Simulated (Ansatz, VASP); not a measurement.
**CuRu in two plane-wave programs**

Aim: how closely do two programs agree when they are given the same cell, functional and k mesh? The cell is invented: Sites of the CuPd structure (space group 221) filled with other elements, volume scaled by an estimate. It may not be a known or stable phase.

Program: Ansatz 0.2.0. Level of theory: plane waves, with VASP 6.6.1 beside it; relaxation of cell and atoms at PBE. Results are calculated unless marked as measured.

### Step 1. Starting point

The structure is cubic, space group Pm-3m (No. 221). Conventional cell: a = 2.938 Å, b = 2.938 Å, c = 2.938 Å, α = 90.00°, β = 90.00°, γ = 90.00°. Nearest to Ru lie 8 Cu at 2.54 Å. Cu has 8 Ru at 2.54 Å nearest. Sites of the CuPd structure (space group 221) filled with other elements, volume scaled by an estimate. Farther neighbours are not listed.

### Step 2. VASP: relaxation of cell and atoms, PBE

The relaxed volume is the usual yardstick between codes: its relative difference is about their pressure difference at one cell divided by the bulk modulus.

Lines of VASP's logs that name or quote its potential files are left out, and so is its time.

The input, INCAR:

```
SYSTEM = CuRu
PREC = Accurate
ENCUT = 400
EDIFF = 1E-06
NELM = 100
ISMEAR = 1
SIGMA = 0.2
LREAL = .FALSE.
ALGO = Normal
GGA = PE
LORBIT = 11
LWAVE = .FALSE.
LCHARG = .FALSE.
IBRION = 2
NSW = 60
ISIF = 3
EDIFFG = -0.01
```

The input, POSCAR:

```
CuRu
1.0
    2.9380580000      0.0000000000      0.0000000000
    0.0000000000      2.9380580000      0.0000000000
    0.0000000000      0.0000000000      2.9380580000
Ru Cu
1 1
Direct
    0.5000000000      0.5000000000      0.5000000000
    0.0000000000      0.0000000000      0.0000000000
```

The input, KPOINTS:

```
Automatic mesh
0
Gamma
8 8 8
0 0 0
```

The projector-augmented-wave data sets are Ru_pv and Cu (PBE family, release 64).

On the command line:

```sh
mpirun -np 1 vasp_std
```

Numbers of over 12 decimals in the logs are rounded to 6 here.

Log:

```text
[banner, memory and clock lines left out]
running    1 mpi-ranks, on    1 nodes
 distrk:  each k-point on    1 cores,    1 groups
 distr:  one band on    1 cores,    1 groups

 POSCAR found type information on POSCAR RuCu
 POSCAR found :  2 types and       2 ions
 LDA part: xc-table for (Slater+PW92), standard interpolation
 POSCAR, INCAR and KPOINTS ok, starting setup
 FFT: planning ... GRIDC
 FFT: planning ... GRID_SOFT
 FFT: planning ... GRID
 WAVECAR not read
 entering main loop
       N       E                     dE             d eps       ncg     rms          rms(c)
DAV:   1     0.149797597595E+03    0.14980E+03   -0.12805E+04  1232   0.191E+03
DAV:   2    -0.103448377810E+02   -0.16014E+03   -0.15748E+03  1168   0.386E+02
DAV:   3    -0.141853059683E+02   -0.38405E+01   -0.37538E+01  1368   0.686E+01
DAV:   4    -0.142513674509E+02   -0.66061E-01   -0.66026E-01  1416   0.775E+00
DAV:   5    -0.142534341551E+02   -0.20667E-02   -0.20667E-02  1664   0.133E+00    0.160E+01
DAV:   6    -0.156268029334E+02   -0.13734E+01   -0.63277E+01  1200   0.219E+02    0.125E+01
DAV:   7    -0.120637983703E+02    0.35630E+01   -0.12947E+01  1408   0.911E+01    0.160E+00
DAV:   8    -0.120655559369E+02   -0.17576E-02   -0.67004E-01  1648   0.210E+01    0.178E+00
DAV:   9    -0.120472128101E+02    0.18343E-01   -0.20772E-01  1448   0.161E+01    0.752E-01
DAV:  10    -0.120384908974E+02    0.87219E-02   -0.36527E-02  1312   0.667E+00    0.696E-02
DAV:  11    -0.120387425100E+02   -0.25161E-03   -0.19282E-03  1736   0.137E+00    0.129E-01
DAV:  12    -0.120385179332E+02    0.22458E-03   -0.97015E-04  1328   0.113E+00    0.148E-02
DAV:  13    -0.120385195814E+02   -0.16482E-05   -0.36169E-05  1632   0.792E-02    0.941E-03
DAV:  14    -0.120385188369E+02    0.74446E-06   -0.14638E-06   864   0.439E-02
   1 F= -.12038519E+02 E0= -.12036283E+02  d E =-.120385E+02
 curvature:   0.00 expect dE= 0.000E+00 dE for cont linesearch  0.000E+00
 trial: gam= 0.00000 g(F)=  0.000E+00 g(S)=  0.239E-01 ort = 0.000E+00 (trialstep = 0.100E+01)
 search vector abs. value=  0.239E-01
 bond charge predicted
       N       E                     dE             d eps       ncg     rms          rms(c)
DAV:   1    -0.128796014748E+02   -0.84108E+00   -0.15977E+01  1264   0.791E+01    0.681E+00
DAV:   2    -0.121185172112E+02    0.76108E+00   -0.54341E+00  1376   0.525E+01    0.221E+00
DAV:   3    -0.121741797939E+02   -0.55663E-01   -0.16956E+00  1336   0.446E+01    0.315E+00
DAV:   4    -0.120429980329E+02    0.13118E+00   -0.28694E-01  1400   0.190E+01    0.107E+00
DAV:   5    -0.120381019686E+02    0.48961E-02   -0.99807E-02  1600   0.932E+00    0.609E-01
DAV:   6    -0.120330805235E+02    0.50214E-02   -0.18521E-02  1688   0.376E+00    0.134E-01
DAV:   7    -0.120330936110E+02   -0.13087E-04   -0.34143E-04  1360   0.232E-01    0.127E-01
DAV:   8    -0.120328589049E+02    0.23471E-03   -0.82387E-04  1560   0.950E-01    0.137E-02
DAV:   9    -0.120328624796E+02   -0.35747E-05   -0.45797E-05  1592   0.101E-01    0.615E-03
DAV:  10    -0.120328626142E+02   -0.13462E-06   -0.28019E-07   752   0.861E-03
   2 F= -.12032863E+02 E0= -.12030281E+02  d E =0.565622E-02
 trial-energy change:    0.005656  1 .order    0.006402   -0.023853    0.036657
 step:   0.4121(harm=  0.3942)  dis= 0.00000  next Energy=   -12.043486 (dE=-0.497E-02)
 bond charge predicted
       N       E                     dE             d eps       ncg     rms          rms(c)
DAV:   1    -0.123442339542E+02   -0.31137E+00   -0.53717E+00  1352   0.440E+01    0.451E+00
DAV:   2    -0.120864320539E+02    0.25780E+00   -0.22919E+00  1376   0.352E+01    0.153E+00
DAV:   3    -0.120941711120E+02   -0.77391E-02   -0.61549E-01  1304   0.276E+01    0.211E+00
DAV:   4    -0.120449463900E+02    0.49225E-01   -0.14259E-01  1408   0.129E+01    0.484E-01
DAV:   5    -0.120436299130E+02    0.13165E-02   -0.93646E-03  1560   0.118E+00    0.130E-01
DAV:   6    -0.120434588266E+02    0.17109E-03   -0.14377E-03  1536   0.103E+00    0.245E-02
DAV:   7    -0.120434530015E+02    0.58251E-05   -0.50051E-05  1792   0.116E-01    0.668E-03
DAV:   8    -0.120434523538E+02    0.64767E-06   -0.21628E-06   800   0.450E-02
   3 F= -.12043452E+02 E0= -.12041077E+02  d E =-.493352E-02
 curvature:  -0.20 expect dE=-0.361E-05 dE for cont linesearch -0.361E-05
 trial: gam= 0.00000 g(F)=  0.170E-68 g(S)=  0.183E-04 ort =-0.662E-03 (trialstep = 0.882E+00)
 search vector abs. value=  0.183E-04
 reached required accuracy - stopping structural energy minimisation
```

From OUTCAR (step 2):

```text
ion  position               nearest neighbor table
   1  0.500  0.500  0.500-   2 2.54   2 2.54   2 2.54   2 2.54   2 2.54   2 2.54   2 2.54   2 2.54

  LATTYP: Found a simple cubic cell.
 ALAT       =     2.9380580000

 Subroutine GETGRP returns: Found 48 space group operations
 (whereof 48 operations were pure point group operations)

The static configuration has the point symmetry O_h .

 Found     35 irreducible k-points:

   k-points           NKPTS =     35   k-points in BZ     NKDIM =     35   number of bands    NBANDS=     16

   dimension x,y,z NGX =    20 NGY =   20 NGZ =   20
   dimension x,y,z NGXF=    40 NGYF=   40 NGZF=   40

   ENCUT  =  400.0 eV  29.40 Ry    5.42 a.u.   4.79  4.79  4.79*2*pi/ulx,y,z

   NELECT =      25.0000    total number of electrons

 k-points in reciprocal lattice and weights: Automatic mesh
   0.00000000  0.00000000  0.00000000       0.002
   0.12500000  0.00000000  0.00000000       0.012
   0.25000000  0.00000000  0.00000000       0.012
   0.37500000  0.00000000  0.00000000       0.012
   0.50000000  0.00000000  0.00000000       0.006
   0.12500000  0.12500000  0.00000000       0.023
   0.25000000  0.12500000  0.00000000       0.047
   0.37500000  0.12500000  0.00000000       0.047
   0.50000000  0.12500000  0.00000000       0.023
[...]
0.50000000  0.50000000  0.37500000       0.012
   0.50000000  0.50000000  0.50000000       0.002

 average (electrostatic) potential at core
       1 -69.6485       2 -61.5993

 E-fermi :  10.0378

 k-point     1 :       0.0000    0.0000    0.0000
  band No.  band energies     occupation
    ...
      7       6.7730      2.00000
      8       6.7730      2.00000
      9       6.7730      2.00000
     10       8.5546      2.00000
     11       8.5546      2.00000
     12      10.5665     -0.00119
     13      10.5665     -0.00119
     14      10.5665     -0.00119
     15      18.6387      0.00000
     16      18.6387      0.00000

 k-point     2 :       0.1250    0.0000    0.0000
  band No.  band energies     occupation
    ...
      7       6.7720      2.00000
      8       6.7720      2.00000
      9       6.8312      2.00000
     10       8.4134      2.00000
     11       8.6231      2.00000
     12      10.1762      0.08593
     13      10.1762      0.08593
     14      10.4981     -0.00537
     15      17.2177      0.00000
     16      19.3660      0.00000

 k-point     3 :       0.2500    0.0000    0.0000
  band No.  band energies     occupation
    ...
      9       6.9821      2.00000
     10       8.0072      2.00000
     11       8.7618      2.00000
     12       9.3666      2.00002
     13       9.3666      2.00002
     14      10.3227     -0.06166
     15      14.7730      0.00000
     16      21.1802      0.00000

  Total       -0.0159230     -0.0159230     -0.0159230      0.0000000      0.0000000     -0.0000000
  in kB       -0.9888686     -0.9888686     -0.9888686      0.0000000      0.0000000     -0.0000000
  external PRESSURE =      -0.9888686 kB  Pullay stress =       0.0000000 kB

  energy-cutoff  :      400.00
  volume of cell :       25.80
      direct lattice vectors                 reciprocal lattice vectors
     2.954826562 -0.000000000 -0.000000000     0.338429339  0.000000000 -0.000000000
     0.000000000  2.954826562  0.000000000     0.000000000  0.338429339 -0.000000000
     0.000000000  0.000000000  2.954826562     0.000000000 -0.000000000  0.338429339

 POSITION                                       TOTAL-FORCE (eV/Angst)
 -----------------------------------------------------------------------------------
      1.47741      1.47741      1.47741        -0.000000      0.000000      0.000000
      0.00000      0.00000      0.00000         0.000000      0.000000      0.000000
 -----------------------------------------------------------------------------------
    total drift:                               -0.000000      0.000000      0.000000

  FREE ENERGIE OF THE ION-ELECTRON SYSTEM (eV)
  ---------------------------------------------------
  free  energy   TOTEN  =       -12.0434523538 eV

  energy  without entropy=      -12.0363270185  energy(sigma->0) =      -12.04107724

 reached required accuracy - stopping structural energy minimisation

 total charge
# of ion       s       p       d       tot
------------------------------------------
    1        0.339   6.232   5.955  12.526
    2        0.510   0.478   9.099  10.087
--------------------------------------------------
tot          0.849   6.710  15.054  22.613

[... 3 further parts left out ...]
```

CONTCAR:

```
CuRu
   1.00000000000000
     2.9548265622746701   -0.0000000000000000   -0.0000000000000000
     0.0000000000000000    2.9548265622746701    0.0000000000000000
     0.0000000000000000    0.0000000000000000    2.9548265622746701
  Ru              Cu
     1     1
Direct
     0.5000000000000000    0.5000000000000000    0.5000000000000000
     0.0000000000000000    0.0000000000000000    0.0000000000000000
```

The run keeps the 48 symmetry operations of its start, so it cannot find a distortion of lower symmetry.

### Step 3. Ansatz: relaxation of cell and atoms, PBE

Ansatz runs on its default PAW (the set named soft_2) files.

The same cell, functional, mesh and smearing now go to Ansatz, which takes its cutoff from its data sets.

The input, input.yaml:

```yaml
crystal:
  lattice:
    - [2.938058, 0.0, 0.0]
    - [0.0, 2.938058, 0.0]
    - [0.0, 0.0, 2.938058]
  atoms:
    - { symbol: Ru, position: [0.5, 0.5, 0.5] }
    - { symbol: Cu, position: [0.0, 0.0, 0.0] }
hamiltonian:
  xc: pbe
  pseudopotentials: { kind: paw }
kpoints:
  mp_grid: { grid: [8, 8, 8] }
scf:
  occupations: { method: methfessel_paxton, width: 0.2 }
relax:
  f_tol: 0.01
  max_steps: 60
  cell: { stress_tol: 0.05 }
output:
  forces: true
  stress: true
  write_density: true
  write_potential: true
  elf: true
  volumetric_format: npy
```

On the command line:

```sh
ansatz run input.yaml --threads 4 --pin off --max-ram 9216MiB --backend cpu --events-out ev --progress --plain --runs-dir out
```

Log:

```text
Engine: ansatz 0.2.0, aarch64-unknown-linux-gnu
Pseudopotentials: kind: paw
Pseudopotential: Ru, paw, valence charge 16, recommended cutoff 420 eV (normal), Ru.paw.azcp
Pseudopotential: Cu, paw, valence charge 19, recommended cutoff 420 eV (normal), Cu.paw.azcp
Functional definition: PBE
  parameter kappa = 0.804
  parameter beta = 0.066725
  exchange = pbe_x(kappa = kappa, mu = beta*pi^2/3)
  correlation = pbe_c(beta = beta)
Crystal: 2 atoms, lattice volume = 25.362 Å³
Basis set: ecut = 420 eV, 485 PW (Γ), exchange–correlation on 40×40×40 points (8 copies of the dense FFT grid, shifted against one another)
Bands: 22, of which v1, the nominal top of the filled ones, is band 18 counted from 1 (17 counted from 0)
Symmetry: 48 space group operations
Space group: Pm-3m (ITA 221), of the structure as read, at distance tolerance 2.9e-5 Å
k-points: 35 of 512
Non-local potential: Ru, projectors of the file, l = 0: 3, l = 1: 2, l = 2: 2, l = 3: 1
Non-local potential: Cu, projectors of the file, l = 0: 3, l = 1: 2, l = 2: 3, l = 3: 1
PAW form: soft (Blöchl's): semilocal exchange-correlation on the pseudo side does not see the compensation charge
PAW one-centre angular grid: Ru, 590 points (default); XC on 64 Gauss nodes
PAW one-centre angular grid: Cu, 590 points (default); XC on 64 Gauss nodes
Initial density: superposition of atomic densities (neutral atoms: chi_scale 0, normalization atom), corrected by the library's trained network
Initial wavefunctions: pseudopotential atomic-orbital guess
Functional: x = pbe(κ = 0.804, μ = 0.219515), c = pbe(β = 0.066725)
SCF iter   1: F=—  HF=-12502.958603 eV  |F-HF|=—  |Δ(HF+E_count)|=         —  Δρ=6.17e-3  dr2=6.34e-3  ethr=1.77e-3  ⟨swp⟩=4.5  Hψ=2843  notcnv=0
preconditioner: auto → none  [metal: Δε(μ)=0.055 eV  Ē_g=8.738 eV  σ=0.200 eV  W_gap=0.23  n_scr=6 (ndim 8)  ℏωp=32.1 eV  f_vac=0.000  D(μ)=3.77/eV (n_scr^D=56)  sad-step TF]
SCF iter   2: F=—  HF=-12502.959202 eV  |F-HF|=—  |Δ(HF+E_count)|=   5.98e-4  S|Δr|=    0.00e0  Δρ=3.78e-3  dr2=2.93e-3  ethr=1.81e-5  ⟨swp⟩=2.2  Hψ=1577  notcnv=0
SCF iter   3: F=—  HF=-12502.959057 eV  |F-HF|=—  |Δ(HF+E_count)|=   1.45e-4  S|Δr|=    0.00e0  Δρ=1.29e-3  dr2=2.73e-4  ethr=8.37e-6  ⟨swp⟩=1.0  Hψ=766  notcnv=0
SCF iter   4: F=—  HF=-12502.958992 eV  |F-HF|=—  |Δ(HF+E_count)|=   6.41e-5  S|Δr|=    0.00e0  Δρ=2.90e-4  dr2=4.99e-6  ethr=7.79e-7  ⟨swp⟩=2.3  Hψ=1173  notcnv=0
SCF iter   5: F=—  HF=-12502.959014 eV  |F-HF|=—  |Δ(HF+E_count)|=   2.12e-5  S|Δr|=    0.00e0  Δρ=9.19e-5  dr2=1.12e-6  ethr=1.43e-8  ⟨swp⟩=2.0  Hψ=1366  notcnv=0
SCF iter   6: F=-12502.959013 eV  HF=-12502.959013 eV  |F-HF|=6.18e-9  |Δ(HF+E_count)|=   1.67e-7  S|Δr|=    0.00e0  Δρ=1.27e-5  dr2=1.16e-8  ethr=2.86e-10  ⟨swp⟩=6.0  Hψ=4885  notcnv=0
SCF 1 converged in 6 iterations: F = -12502.959013 eV  dr2 = 1.16e-8
  greatest PAW one-centre occupation: 1.000 electrons in one spin orbital (limit 2), on the Cu atom at site 1 (counted from 0), in its partial waves of l = 0
relax step   1: F+E_penalty+E_count = -12502.95901345 eV  Δ(F+E_penalty+E_count) = +0.000e0 eV  max|allowed force component| = 7.889e-30 eV/Å  Δτ_max = 0.0000 Å  P = +4.466 GPa  Ω = 25.362 Å³  (6 SCF iters, dr2 threshold 1.00e-7 eV, accepted)
[...]
relax step   2: F+E_penalty+E_count = -12502.96554510 eV  Δ(F+E_penalty+E_count) = -6.532e-3 eV  max|allowed force component| = 3.484e-30 eV/Å  Δτ_max = 0.0000 Å  P = -0.272 GPa  Ω = 25.897 Å³  energy of the carried Pulay correction = -3.134e-4 eV  (5 SCF iters, dr2 threshold 2.00e-7 eV, accepted)
[...]
relax step   3: F+E_penalty+E_count = -12502.96559092 eV  Δ(F+E_penalty+E_count) = -4.582e-5 eV  max|allowed force component| = 2.892e-29 eV/Å  Δτ_max = 0.0000 Å  P = -0.012 GPa  Ω = 25.866 Å³  energy of the carried Pulay correction = -2.952e-4 eV  (3 SCF iters, dr2 threshold 1.85e-7 eV, accepted)
[...]
relax step   4: F+E_penalty+E_count = -12502.96586489 eV  Δ(F+E_penalty+E_count) = -2.740e-4 eV  max|allowed force component| = 1.538e-29 eV/Å  Δτ_max = 0.0000 Å  P = -0.026 GPa  Ω = 25.866 Å³  stress off target by 2.61e-2 GPa  SCF on the basis re-selected at this cell (its energy is not comparable with the rows above)  (5 SCF iters)
basis re-selected at this cell: Δ(F+E_penalty+E_count) = -2.740e-4 eV, ΔP = -0.015 GPa vs the last step (what re-selecting the basis moved, of the pressure what is left beyond the Pulay correction that the steps carried, after the strain that the cell walked since its last selection, with what the two solves' SCF thresholds leave and, on support functions, any second-order correction that the steps lacked; it is no m [...]
SCF converged after 5 iterations
Stability not checked: this state was not tested for a lower state beside it, because cold or Methfessel-Paxton smearing, or corrected tetrahedra, fill the levels in a way that the test cannot read (fill_not_monotonic; see scf.lower_state_search)
Free energy (F): -12502.965865 eV
Harris-Foulkes:  -12502.965865 eV  (|F-HF|=2.36e-11)
Internal energy: -12502.958874 eV  (E = F + TS)
E sigma→0 (E₀):  -12502.964117 eV
Entropy (-TS):   -0.006991 eV (-3.495 meV/atom)
Fermi energy:    19.826420 eV
--- Per-component energies (eV) ---
  E_band       = -412.745985
  E_kinetic    = 812.726426
  E_local      = -5457.972205  (includes V_loc(G=0)·N_el)
  E_nonlocal   = 728.492618
  E_hartree    = 2261.161771
  E_xc         = -279.976823
  E_vxc        = -354.606286  (∫ρ·V_xc dr)
  E_paw        = -5118.487418  (= ΣΔE_a)
  E_vpaw       = -663.710019  (= ΣTr[D̂ρ^β])
  E_aug_tail   = 0.000152  (compensation charges beyond the density's cutoff)
  E_ewald      = -5448.903397
  E_smearing   = -0.006991  (= −TS)
  E_closure    = -0.000000  (closes the sum)
  Σ components = -12502.965865   (vs F -12502.965865, Δ=0.00e0)
--- Forces (eV/Å), atoms counted from 1 ---
  atom   1  Ru     0.00000000     0.00000000     0.00000000
  atom   2  Cu    -0.00000000     0.00000000    -0.00000000
  max |Σ_I F_I| component: 2.81e-29 eV/Å
--- Stress (GPa, compression-positive) ---
       -0.026135      -0.000000      -0.000000
       -0.000000      -0.026135      -0.000000
       -0.000000      -0.000000      -0.026135
  P = ⅓ Tr σ = -0.0261 GPa (-0.261 kbar)
--- Band table (eV; the first three rows and the last of 35) ---
  k-point 0: bands = [... 14 lower, 18.3518, 18.3518, 20.3537, 20.3537, 20.3537, 28.3584, 28.3584, 28.3584]
  k-point 1: bands = [... 14 lower, 18.2098, 18.4201, 19.9619, 19.9619, 20.2842, 26.9456, 29.0844, 29.0844]
  k-point 2: bands = [... 14 lower, 17.8016, 18.5568, 19.1495, 19.1495, 20.1059, 24.5125, 30.8920, 30.8920]
  k-point 34: bands = [... 14 lower, 17.4694, 17.4694, 20.9732, 20.9732, 25.2619, 27.6694, 27.6694, 27.6694]
--- Relaxed structure (3 steps of the walk, 3 accepted, 1 SCFs on fresh bases) ---
  F+E_penalty+E_count = -12502.96586489 eV   max|allowed force component| = 1.538e-29 eV/Å   (the final SCF, on the basis selected at the relaxed cell)
  cell:  # Å, volume = 25.8660 Å³
    - [2.957397, 0, 0]
    - [0, 2.957397, 0.0]
    - [0, 0.0, 2.957397]
  atoms:
    - { symbol: Ru, position: [0.500000, 0.500000, 0.500000] }
    - { symbol: Cu, position: [0, 0, 0] }
```

Wall time 1.6 s (4 threads of Arm Neoverse V2, shared host); peak memory 0.32 GiB; 4.4 s of CPU time.

### Step 4. Comparison

Known differences besides the potentials themselves: both relaxations stop at a tolerance, which leaves soft axes loose, and VASP keeps its plane-wave basis; the data sets hold 35 valence electrons in Ansatz (default PAW (the set named soft_2) files) and 25 in VASP; the cutoff is 420 eV in Ansatz and 400 eV in VASP; VASP leaves aspherical gradient terms in its spheres out (LASPH is not set), Ansatz keeps them; Ansatz adds a Pulay correction to the stress that steers its cell, VASP none. Total energies have different zeros and are not compared.

Compared:

| quantity | Ansatz | VASP | difference |
| --- | --- | --- | --- |
| volume (Å³) | 25.87 | 25.80 | +0.26 % |
| edge a after relaxation, in the typed setting (Å) | 2.957 | 2.955 | +0.09 % |

The walks stopped with -0.03 GPa left in Ansatz and -0.10 GPa in VASP; each walk ends within a tolerance, so the volume difference is uncertain by about these residues over the bulk modulus, most in soft cells.

### Step 5. Summary of results

| Item | Value |
| --- | --- |
| difference in volume (relaxation of cell and atoms, PBE) | 0.26 % |

**Reading.** The difference in volume is 0.26 % (relaxation of cell and atoms, PBE), within the 1.2 % picked in this series as the mark of a large difference, as far as the stopping tolerances let one tell. Such differences can come from data sets, numerical settings and the points named under the comparisons, not from the functional's error against experiment.

[Lines on the potential files, build, host, timing and source positions are cut from VASP's logs without a mark.]

[Logs are printed without paths, hosts, clocks, repeated set-up lines and the standing remarks that a program may print on its own settings, such as how far it seeks lower states.]

[Hosts, paths, dates, database ids (printed as entryN), source tags and the programs' standing remarks are cut or masked in the printed files.]
